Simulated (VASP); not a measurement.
Data:

```
Se2Te
1.0
    3.59818    -2.02963     0.00175
    3.59818     2.02963     0.00175
   -0.12176     0.00000     5.40621
Te Se
1 2
Cartesian
  3.53730  -0.89088   2.70485
  2.59233   1.46025   4.52868
  4.48226   1.46025   0.88102
```

Method: PBEsol GGA, VASP's PBE PAW potentials (set 64) (plane waves; VASP). Run with 400 eV cut-off, Gaussian smearing of 0.050 eV, potentials Te Se.

Without a dispersion term in the relaxation, distances and binding between the weakly bound layers, chains or molecules are unreliable, and so is what depends on them. Unless said otherwise, spin-orbit coupling is left out, though it shifts the bands of the heavy elements here.

Task: What does the run give for the band gap (along the path) with the smallest direct gap where there is one?

Result: 
- band gap (along the path): 0.18 eV
- smallest direct gap (along the path): 0.18 eV

The structure comes from a computed database's TeSe2 entry (C2); how it stands against other phases isn't given here. It was relaxed first, which changed the volume by -15 %.
